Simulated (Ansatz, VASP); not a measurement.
# Ca3GeN in two plane-wave programs

Wanted: the spread between two codes on one cell, functional and k mesh. The cell is taken from a series of runs on this material, whose earlier steps may have relaxed, scaled, displaced or heated it; both programs get it as it stands.

Method: plane waves, with VASP 6.6.1 beside it; relaxation of cell and atoms at PBEsol, in Ansatz 0.2.0.

## Step 1: Set-up

The structure is cubic, space group Pm-3m (No. 221). Conventional cell: a = 4.757 Å, b = 4.757 Å, c = 4.757 Å, α = 90.00°, β = 90.00°, γ = 90.00°. Nearest to Ca lie 2 N at 2.38 Å. Nearest to Ge lie 12 Ca at 3.36 Å. Nearest to N lie 6 Ca at 2.38 Å. Farther neighbours and most contacts between anions are not listed.

Coordinates:

```cif
data_structure
_symmetry_space_group_name_H-M 'Pm-3m'
_symmetry_Int_Tables_number 221
_cell_length_a 4.7573
_cell_length_b 4.7573
_cell_length_c 4.7573
_cell_angle_alpha 90.000
_cell_angle_beta 90.000
_cell_angle_gamma 90.000
_cell_volume 107.67
loop_
_atom_site_label
_atom_site_type_symbol
_atom_site_symmetry_multiplicity
_atom_site_Wyckoff_symbol
_atom_site_fract_x
_atom_site_fract_y
_atom_site_fract_z
_atom_site_occupancy
Ca1 Ca 3 c 0.00000 0.50000 0.50000 1
Ge1 Ge 1 a 0.00000 0.00000 0.00000 1
N1 N 1 b 0.50000 0.50000 0.50000 1
```

## Step 2: Ansatz: relaxation of cell and atoms, PBEsol, pair 1

Ansatz runs on its PAW soft_1 files.

The relaxed volume is the usual yardstick between codes: in a stiff, nearly cubic crystal its relative difference is about their pressure difference at one cell divided by the bulk modulus.

File input.yaml:

```yaml
crystal:
  lattice:
    - [4.7573, 0.0, 0.0]
    - [0.0, 4.7573, 0.0]
    - [0.0, 0.0, 4.7573]
  atoms:
    - { symbol: Ca, position: [0.0, 0.5, 0.5] }
    - { symbol: Ca, position: [0.5, 0.0, 0.5] }
    - { symbol: Ca, position: [0.5, 0.5, 0.0] }
    - { symbol: Ge, position: [0.0, 0.0, 0.0] }
    - { symbol: "N", position: [0.5, 0.5, 0.5] }
kpoints:
  mp_grid: { grid: [8, 8, 8] }
hamiltonian:
  xc: pbesol
  pseudopotentials: { kind: paw, azcp: { folder: soft_1 }, xc_functional: pbe }
scf:
  occupations: { method: gaussian, width: 0.1 }
output:
  forces: true
  stress: true
  eigenvalues: true
relax:
  adjacent_minimum: "off"
  f_tol: 0.005
  max_steps: 80
  cell: { stress_tol: 0.05 }
```

The run is started by

```
$ ansatz run input.yaml --threads 4 --pin off --max-ram 10240MiB --backend cpu --events-out ev --progress --plain --runs-dir out
```

Numbers of over 12 decimals in the logs are rounded to 6 here.

What it wrote:

```text
Engine: ansatz 0.2.0, x86_64-unknown-linux-gnu
Pseudopotentials: kind: paw
Pseudopotential: Ca, paw, valence charge 10, recommended cutoff 420 eV (normal), soft_1/Ca.paw.azcp
Pseudopotential: Ge, paw, valence charge 14, recommended cutoff 420 eV (normal), soft_1/Ge.paw.azcp
Pseudopotential: N, paw, valence charge 5, recommended cutoff 420 eV (normal), soft_1/N.paw.azcp
Functional definition: PBEsol
  exchange = pbesol_x
  correlation = pbesol_c
Crystal: 5 atoms, lattice volume = 107.667 Å³
Basis set: ecut = 420 eV, 2103 PW (Γ), exchange–correlation on 64×64×64 points (8 copies of the dense FFT grid, shifted against one another)
Bands: 30, of which v1, the nominal top of the filled ones, is band 25 counted from 1 (24 counted from 0)
Symmetry: 48 space group operations
Space group: Pm-3m (ITA 221), of the structure as read, at distance tolerance 4.8e-5 Å
k-points: 35 of 512
Non-local potential: Ca, projectors of the file, l = 0: 3, l = 1: 2, l = 2: 2
Non-local potential: Ge, projectors of the file, l = 0: 2, l = 1: 2, l = 2: 3, l = 3: 1
Non-local potential: N, projectors of the file, l = 0: 2, l = 1: 2, l = 2: 1
PAW form: soft (Blöchl's): semilocal exchange-correlation on the pseudo side does not see the compensation charge
PAW frozen core: Ca, regenerated for the run's functional, and the local potential with it (the file was generated under x = pbe(κ = 0.804, μ = 0.219515), c = pbe(β = 0.066725))
PAW frozen core: Ge, regenerated for the run's functional, and the local potential with it (the file was generated under x = pbe(κ = 0.804, μ = 0.219515), c = pbe(β = 0.066725))
PAW frozen core: N, regenerated for the run's functional, and the local potential with it (the file was generated under x = pbe(κ = 0.804, μ = 0.219515), c = pbe(β = 0.066725))
PAW one-centre angular grid: Ca, 110 points (default); XC on 64 Gauss nodes
PAW one-centre angular grid: Ge, 590 points (default); XC on 64 Gauss nodes
PAW one-centre angular grid: N, 110 points (default); XC on 64 Gauss nodes
Initial density: superposition of atomic densities (chi_scale 0.1, normalization cell, long waves kept (reshape's long-wave potential 0.00 eV rms))
Initial wavefunctions: pseudopotential atomic-orbital guess
Functional: x = pbesol(κ = 0.804, μ = 0.123457), c = pbesol(β = 0.046)
SCF iter   1: F=—  HF=-10018.665602 eV  |F-HF|=—  |Δ(HF+E_count)|=         —  Δρ=4.28e-2  dr2=4.45e0  ethr=3.10e-3  ⟨swp⟩=8.4  Hψ=5053  notcnv=0
preconditioner: auto → Kerker (q_TF=auto, 2.393 Å⁻¹)  [metal: Δε(μ)=0.013 eV  Ē_g=17.368 eV  σ=0.100 eV  W_gap=0.07  n_scr=26 (ndim 8)  ℏωp=23.5 eV  f_vac=0.000  D(μ)=5.94/eV (n_scr^D=56)]
SCF iter   2: F=—  HF=-10017.674488 eV  |F-HF|=—  |Δ(HF+E_count)|=   9.91e-1  Δρ=2.38e-2  dr2=1.51e0  ethr=3.10e-3  ⟨swp⟩=2.8  Hψ=2119  notcnv=0  defer=38
SCF iter   3: F=—  HF=-10017.280197 eV  |F-HF|=—  |Δ(HF+E_count)|=   3.94e-1  Δρ=9.54e-3  dr2=2.15e-1  ethr=3.08e-3  ⟨swp⟩=2.9  Hψ=2289  notcnv=0  defer=38
SCF iter   4: F=—  HF=-10017.206281 eV  |F-HF|=—  |Δ(HF+E_count)|=   7.39e-2  Δρ=4.32e-3  dr2=3.06e-2  ethr=4.39e-4  ⟨swp⟩=2.4  Hψ=1949  notcnv=0  defer=38
SCF iter   5: F=—  HF=-10017.201609 eV  |F-HF|=—  |Δ(HF+E_count)|=   4.67e-3  Δρ=2.10e-3  dr2=1.05e-2  ethr=6.24e-5  ⟨swp⟩=2.0  Hψ=1551  notcnv=0  defer=38
SCF iter   6: F=—  HF=-10017.200751 eV  |F-HF|=—  |Δ(HF+E_count)|=   8.58e-4  Δρ=2.32e-3  dr2=6.97e-3  ethr=2.15e-5  ⟨swp⟩=2.0  Hψ=1251  notcnv=0  defer=38
SCF iter   7: F=—  HF=-10017.199695 eV  |F-HF|=—  |Δ(HF+E_count)|=   1.06e-3  Δρ=5.01e-4  dr2=3.22e-4  ethr=1.42e-5  ⟨swp⟩=2.0  Hψ=1233  notcnv=0  defer=38
SCF iter   8: F=—  HF=-10017.199664 eV  |F-HF|=—  |Δ(HF+E_count)|=   3.05e-5  Δρ=8.61e-5  dr2=1.05e-5  ethr=6.58e-7  ⟨swp⟩=2.0  Hψ=1731  notcnv=0  defer=38
SCF iter   9: F=—  HF=-10017.199751 eV  |F-HF|=—  |Δ(HF+E_count)|=   8.66e-5  Δρ=1.75e-5  dr2=4.57e-7  ethr=2.15e-8  ⟨swp⟩=2.0  Hψ=1372  notcnv=0  defer=38
SCF iter  10: F=-10017.199751 eV  HF=-10017.199751 eV  |F-HF|=1.11e-8  |Δ(HF+E_count)|=   1.55e-8  Δρ=2.84e-6  dr2=1.48e-8  ethr=2.04e-10  ⟨swp⟩=10.2  Hψ=5028  notcnv=0
SCF 1 converged in 10 iterations: F = -10017.199751 eV  dr2 = 1.48e-8
  greatest PAW one-centre occupation: 0.998 electrons in one spin orbital (limit 2), on the Ge atom at site 3 (counted from 0), in its partial waves of l = 2
relax step   1: F+E_penalty+E_count = -10017.19975097 eV  Δ(F+E_penalty+E_count) = +0.000e0 eV  max|allowed force component| = 1.988e-29 eV/Å  Δτ_max = 0.0000 Å  P = -0.087 GPa  Ω = 107.667 Å³  (10 SCF iters, dr2 threshold 1.00e-7 eV, accepted)
[...]
relax step   2: F+E_penalty+E_count = -10017.19985158 eV  Δ(F+E_penalty+E_count) = -1.006e-4 eV  max|allowed force component| = 7.126e-30 eV/Å  Δτ_max = 0.0000 Å  P = +0.026 GPa  Ω = 107.464 Å³  energy of the carried Pulay correction = +6.169e-5 eV  (6 SCF iters, dr2 threshold 1.91e-8 eV, accepted)
[...]
relax step   3: F+E_penalty+E_count = -10017.19978618 eV  Δ(F+E_penalty+E_count) = +6.539e-5 eV  max|allowed force component| = 1.304e-29 eV/Å  Δτ_max = 0.0000 Å  P = +0.025 GPa  Ω = 107.464 Å³  stress off target by 2.53e-2 GPa  SCF on the basis re-selected at this cell (its energy is not comparable with the rows above)  (6 SCF iters)
basis re-selected at this cell: Δ(F+E_penalty+E_count) = +6.539e-5 eV, ΔP = -0.001 GPa vs the last step (what re-selecting the basis moved, of the pressure what is left beyond the Pulay correction that the steps carried, after the strain that the cell walked since its last selection, with what the two solves' SCF thresholds leave and, on support functions, any second-order correction that the steps lacked; it is no m [...]
SCF converged after 6 iterations
Free energy (F): -10017.199786 eV
Harris-Foulkes:  -10017.199786 eV  (|F-HF|=1.09e-11)
Internal energy: -10017.179454 eV  (E = F + TS)
E sigma→0 (E₀):  -10017.189620 eV
Entropy (-TS):   -0.020332 eV (-4.066 meV/atom)
Fermi energy:    7.590482 eV
--- Per-component energies (eV) ---
  E_band       = -516.571916
  E_kinetic    = 984.962290
  E_local      = -4457.833190  (includes V_loc(G=0)·N_el)
  E_nonlocal   = 527.123868
  E_hartree    = 1785.701555
  E_xc         = -510.920087
  E_vxc        = -615.685690  (∫ρ·V_xc dr)
  E_paw        = -4625.000773  (= ΣΔE_a)
  E_vpaw       = -526.543220  (= ΣTr[D̂ρ^β])
  E_aug_tail   = 0.000807  (compensation charges beyond the density's cutoff)
  E_ewald      = -3722.516345
  E_core_change = 1.302420  (= ΣΔE_core)
  E_smearing   = -0.020332  (= −TS)
  E_closure    = -0.000000  (closes the sum)
  Σ components = -10017.199786   (vs F -10017.199786, Δ=0.00e0)
--- Forces (eV/Å), atoms counted from 1 ---
  atom   1  Ca     0.00000000    -0.00000000     0.00000000
  atom   2  Ca     0.00000000     0.00000000     0.00000000
  atom   3  Ca     0.00000000     0.00000000     0.00000000
  atom   4  Ge     0.00000000     0.00000000    -0.00000000
  atom   5  N      0.00000000    -0.00000000     0.00000000
  max |Σ_I F_I| component: 4.00e-29 eV/Å
--- Stress (GPa, compression-positive) ---
        0.025292       0.000000       0.000000
        0.000000       0.025292      -0.000000
        0.000000      -0.000000       0.025292
  P = ⅓ Tr σ = 0.0253 GPa (0.253 kbar)
--- Band table (eV; the first three rows and the last of 35) ---
  k-point 0: bands = [... 21 lower, 6.9167, 8.7228, 8.7228, 8.7228, 8.7572, 8.7572, 9.7515, 9.7515, ... 1 higher]
  k-point 1: bands = [... 21 lower, 6.9044, 7.8042, 8.4253, 8.4253, 8.8772, 9.2928, 9.8109, 10.1766, ... 1 higher]
  k-point 2: bands = [... 21 lower, 6.8776, 6.8776, 8.0101, 8.0101, 9.2098, 9.7859, 9.9760, 10.9583, ... 1 higher]
  k-point 34: bands = [... 21 lower, 5.1761, 6.9277, 6.9277, 6.9277, 10.4247, 10.4247, 10.4247, 11.7584, ... 1 higher]
--- Relaxed structure (2 steps of the walk, 2 accepted, 1 SCFs on fresh bases) ---
  F+E_penalty+E_count = -10017.19978618 eV   max|allowed force component| = 1.304e-29 eV/Å   (the final SCF, on the basis selected at the relaxed cell)
  cell:  # Å, volume = 107.4636 Å³
    - [4.754306, 0, 0.0]
    - [0, 4.754306, 0.0]
    - [0, 0.0, 4.754306]
  atoms:
    - { symbol: Ca, position: [0, 0.5, 0.5] }
    - { symbol: Ca, position: [0.5, 0, 0.5] }
    - { symbol: Ca, position: [0.5, 0.5, 0] }
    - { symbol: Ge, position: [0, 0, 0] }
    - { symbol: N, position: [0.5, 0.5, 0.5] }
```

The column dr2 measures how far the density is from self-consistency, as an energy; F and HF (Harris–Foulkes) agree once it is small.

## Step 3: VASP: relaxation of cell and atoms, PBEsol, pair 1

The same cell, functional, mesh and smearing now go to VASP, with its own data sets.

Lines of VASP's logs that name or quote its potential files are left out, and so is its time.

File INCAR:

```
SYSTEM = Ca3GeN
PREC = Accurate
ENCUT = 600
EDIFF = 1E-07
NELM = 120
ISMEAR = 0
SIGMA = 0.1
LREAL = .FALSE.
ALGO = Normal
GGA = PS
NBANDS = 30
LORBIT = 11
LWAVE = .FALSE.
LCHARG = .FALSE.
ISIF = 3
IBRION = 2
NSW = 80
EDIFFG = -0.005
LASPH = .TRUE.
GGA_COMPAT = .FALSE.
NELMIN = 4
KPAR = 2
```

File POSCAR:

```
Ca3GeN
1.0
    4.7573000000      0.0000000000      0.0000000000
    0.0000000000      4.7573000000      0.0000000000
    0.0000000000      0.0000000000      4.7573000000
Ca Ge N
3 1 1
Direct
    0.0000000000      0.5000000000      0.5000000000
    0.5000000000      0.0000000000      0.5000000000
    0.5000000000      0.5000000000      0.0000000000
    0.0000000000      0.0000000000      0.0000000000
    0.5000000000      0.5000000000      0.5000000000
```

File KPOINTS:

```
Automatic mesh
0
Gamma
8 8 8
0 0 0
```

PAW data sets: Ca_sv, Ge_d and N (PBE family, release 64).

The run is started by

```
$ mpirun -np 2 vasp_std
```

What it wrote:

```text
[banner, memory and clock lines left out]
running    2 mpi-ranks, on    1 nodes
 distrk:  each k-point on    1 cores,    2 groups
 distr:  one band on    1 cores,    1 groups

 POSCAR found type information on POSCAR CaGeN
 POSCAR found :  3 types and       5 ions
|                                                                             |
|               ----> ADVICE to this user running VASP <----                  |
|                                                                             |
|     You enforced a specific xc type in the INCAR file but a different       |
|     [... a line on the potential file left out ...]
|     I HOPE YOU KNOW WHAT YOU ARE DOING!                                     |
|                                                                             |

 LDA part: xc-table for (Slater+PW92), standard interpolation
 POSCAR, INCAR and KPOINTS ok, starting setup
 FFT: planning ... GRIDC
 FFT: planning ... GRID_SOFT
 FFT: planning ... GRID
 WAVECAR not read
 entering main loop
       N       E                     dE             d eps       ncg     rms          rms(c)
DAV:   1     0.580442468827E+03    0.58044E+03   -0.25946E+04  2366   0.274E+03
DAV:   2     0.527372742054E+02   -0.52771E+03   -0.51319E+03  2130   0.776E+02
DAV:   3    -0.230973985772E+02   -0.75835E+02   -0.74412E+02  3226   0.188E+02
DAV:   4    -0.280358899142E+02   -0.49385E+01   -0.48860E+01  2704   0.509E+01
DAV:   5    -0.284315589738E+02   -0.39567E+00   -0.39495E+00  3896   0.115E+01    0.116E+01
DAV:   6    -0.243063744346E+02    0.41252E+01   -0.29859E+01  2652   0.192E+01    0.607E+00
DAV:   7    -0.240505982900E+02    0.25578E+00   -0.30548E+00  2694   0.687E+00    0.277E+00
DAV:   8    -0.239339558630E+02    0.11664E+00   -0.60955E-01  2576   0.413E+00    0.674E-01
DAV:   9    -0.239253466466E+02    0.86092E-02   -0.76054E-02  3136   0.139E+00    0.384E-01
DAV:  10    -0.239251962547E+02    0.15039E-03   -0.28902E-02  2836   0.746E-01    0.116E-01
DAV:  11    -0.239243131386E+02    0.88312E-03   -0.68775E-03  2758   0.502E-01    0.884E-02
DAV:  12    -0.239244084722E+02   -0.95334E-04   -0.65680E-04  2674   0.139E-01    0.348E-02
DAV:  13    -0.239243884213E+02    0.20051E-04   -0.26566E-04  3040   0.936E-02    0.130E-02
DAV:  14    -0.239243860373E+02    0.23840E-05   -0.37792E-05  2804   0.265E-02    0.443E-03
DAV:  15    -0.239243874170E+02   -0.13797E-05   -0.12804E-05  2852   0.161E-02    0.590E-03
DAV:  16    -0.239243860740E+02    0.13430E-05   -0.50027E-06  2102   0.827E-03    0.666E-04
DAV:  17    -0.239243861187E+02   -0.44700E-07   -0.49292E-07  2004   0.353E-03
   1 F= -.23924386E+02 E0= -.23914240E+02  d E =-.239244E+02
 curvature:   0.00 expect dE= 0.000E+00 dE for cont linesearch  0.000E+00
 trial: gam= 0.00000 g(F)=  0.000E+00 g(S)=  0.337E-03 ort = 0.000E+00 (trialstep = 0.100E+01)
 search vector abs. value=  0.337E-03
 bond charge predicted
       N       E                     dE             d eps       ncg     rms          rms(c)
DAV:   1    -0.239279488052E+02   -0.35627E-02   -0.85685E-02  2328   0.300E+00    0.338E-01
DAV:   2    -0.239254830526E+02    0.24658E-02   -0.81340E-03  3088   0.756E-01    0.199E-01
DAV:   3    -0.239245662362E+02    0.91682E-03   -0.30610E-03  3410   0.441E-01    0.579E-02
DAV:   4    -0.239245344578E+02    0.31778E-04   -0.80652E-04  3108   0.114E-01    0.405E-02
DAV:   5    -0.239245298890E+02    0.45687E-05   -0.40647E-05  2838   0.458E-02    0.312E-02
DAV:   6    -0.239245278703E+02    0.20188E-05   -0.47672E-05  2960   0.505E-02    0.575E-03
DAV:   7    -0.239245268540E+02    0.10163E-05   -0.30265E-06  3118   0.142E-02    0.320E-03
DAV:   8    -0.239245260441E+02    0.80997E-06   -0.74446E-07  2206   0.391E-03    0.110E-03
DAV:   9    -0.239245260624E+02   -0.18333E-07   -0.26646E-07  1876   0.208E-03
   2 F= -.23924526E+02 E0= -.23914358E+02  d E =-.139944E-03
 trial-energy change:   -0.000140  1 .order   -0.000144   -0.000337    0.000050
 step:   0.8646(harm=  0.8716)  dis= 0.00000  next Energy=   -23.924529 (dE=-0.143E-03)
 reached required accuracy - stopping structural energy minimisation
```

OUTCAR, selected parts (step 3):

```text
ion  position               nearest neighbor table
   1  0.000  0.500  0.500-   5 2.38   5 2.38
   2  0.500  0.000  0.500-   5 2.38   5 2.38
   3  0.500  0.500  0.000-   5 2.38   5 2.38
   4  0.000  0.000  0.000-
   5  0.500  0.500  0.500-   1 2.38   2 2.38   3 2.38   3 2.38   2 2.38   1 2.38

  LATTYP: Found a simple cubic cell.
 ALAT       =     4.7573000000

 Subroutine GETGRP returns: Found 48 space group operations
 (whereof 48 operations were pure point group operations)

The static configuration has the point symmetry O_h .

 Found     35 irreducible k-points:

   k-points           NKPTS =     35   k-points in BZ     NKDIM =     35   number of bands    NBANDS=     30

   dimension x,y,z NGX =    40 NGY =   40 NGZ =   40
   dimension x,y,z NGXF=    80 NGYF=   80 NGZF=   80

   ENCUT  =  600.0 eV  44.10 Ry    6.64 a.u.   9.50  9.50  9.50*2*pi/ulx,y,z

   NELECT =      49.0000    total number of electrons

 k-points in reciprocal lattice and weights: Automatic mesh
   0.00000000  0.00000000  0.00000000       0.002
   0.12500000  0.00000000  0.00000000       0.012
   0.25000000  0.00000000  0.00000000       0.012
   0.37500000  0.00000000  0.00000000       0.012
   0.50000000  0.00000000  0.00000000       0.006
   0.12500000  0.12500000  0.00000000       0.023
   0.25000000  0.12500000  0.00000000       0.047
   0.37500000  0.12500000  0.00000000       0.047
   0.50000000  0.12500000  0.00000000       0.023
[...]
0.50000000  0.50000000  0.37500000       0.012
   0.50000000  0.50000000  0.50000000       0.002

 average (electrostatic) potential at core
       1 -45.0842       2 -45.0842       3 -45.0842       4 -74.3947       5 -63.3873

 E-fermi :   3.0926

 k-point     1 :       0.0000    0.0000    0.0000
  band No.  band energies     occupation
    ...
     18      -8.9285      2.00000
     19      -4.2860      2.00000
     20       2.4218      2.00000
     21       2.4218      2.00000
     22       2.4218      2.00000
     23       4.2218      0.00000
     24       4.2218      0.00000
     25       4.2218      0.00000
     26       4.2560      0.00000
     27       4.2560      0.00000
    ...

 k-point     2 :       0.1250    0.0000    0.0000
  band No.  band energies     occupation
    ...
     18      -8.8686      2.00000
     19      -4.2352      2.00000
     20       2.1473      2.00000
     21       2.4096      2.00000
     22       2.4096      2.00000
     23       3.3040      0.00279
     24       3.9254      0.00000
     25       3.9254      0.00000
     26       4.3759      0.00000
     27       4.7854      0.00000
    ...

 k-point     3 :       0.2500    0.0000    0.0000
  band No.  band energies     occupation
    ...
     19      -4.1055      2.00000
     20       1.5998      2.00000
     21       2.3550      2.00000
     22       2.3833      2.00000
     23       2.3833      2.00000
     24       3.5112      0.00000
     25       3.5112      0.00000
     26       4.7080      0.00000
     27       5.2743      0.00000
     28       5.4753      0.00000
    ...

  Total       -0.0159017     -0.0159017     -0.0159017      0.0000000      0.0000000     -0.0000000
  in kB       -0.2358930     -0.2358930     -0.2358930      0.0000000      0.0000000     -0.0000000
  external PRESSURE =      -0.2358930 kB  Pullay stress =       0.0000000 kB

  energy-cutoff  :      600.00
  volume of cell :      108.00
      direct lattice vectors                 reciprocal lattice vectors
     4.762255176  0.000000000 -0.000000000     0.209984548 -0.000000000  0.000000000
     0.000000000  4.762255176  0.000000000     0.000000000  0.209984548  0.000000000
    -0.000000000  0.000000000  4.762255176     0.000000000 -0.000000000  0.209984548

 POSITION                                       TOTAL-FORCE (eV/Angst)
 -----------------------------------------------------------------------------------
     -0.00000      2.38113      2.38113         0.000000      0.000000      0.000000
      2.38113      0.00000      2.38113         0.000000      0.000000      0.000000
      2.38113      2.38113      0.00000        -0.000000      0.000000      0.000000
      0.00000      0.00000      0.00000         0.000000      0.000000      0.000000
      2.38113      2.38113      2.38113        -0.000000      0.000000      0.000000
 -----------------------------------------------------------------------------------
    total drift:                               -0.000000      0.000000     -0.000000

  FREE ENERGIE OF THE ION-ELECTRON SYSTEM (eV)
  ---------------------------------------------------
  free  energy   TOTEN  =       -23.9245260624 eV

  energy  without entropy=      -23.9041905121  energy(sigma->0) =      -23.91435829

 reached required accuracy - stopping structural energy minimisation

 total charge
# of ion       s       p       d       tot
------------------------------------------
    1        2.055   5.863   0.298   8.215
    2        2.055   5.863   0.298   8.215
    3        2.055   5.863   0.298   8.215
    4        1.145   1.136   9.957  12.237
    5        1.243   2.367   0.000   3.611
--------------------------------------------------
tot          8.552  21.093  10.849  40.494

[... 3 further parts left out ...]
```

CONTCAR:

```
Ca3GeN
   1.00000000000000
     4.7622551759490275    0.0000000000000000   -0.0000000000000000
     0.0000000000000000    4.7622551759490275    0.0000000000000000
    -0.0000000000000000    0.0000000000000000    4.7622551759490275
  Ca              Ge              N
     3     1     1
Direct
     0.0000000000000000    0.5000000000000000    0.5000000000000000
     0.5000000000000000    0.0000000000000000    0.5000000000000000
     0.5000000000000000    0.5000000000000000    0.0000000000000000
     0.0000000000000000    0.0000000000000000    0.0000000000000000
     0.5000000000000000    0.5000000000000000    0.5000000000000000
```

This run has no spin polarisation. Its electron count is odd, so without a moment it is a metal by construction. The run keeps the 48 symmetry operations of its start, so it cannot find a distortion of lower symmetry.

(Continued in part 2 of 2.)

[Lines on the potential files, build, host, timing and source positions are cut from VASP's logs without a mark.]

[Logs are printed without paths, hosts, clocks, repeated set-up lines and the standing remarks that a program may print on its own settings, such as how far it seeks lower states.]

[Hosts, paths, dates, database ids (printed as entryN), source tags and the programs' standing remarks are cut or masked in the printed files.]
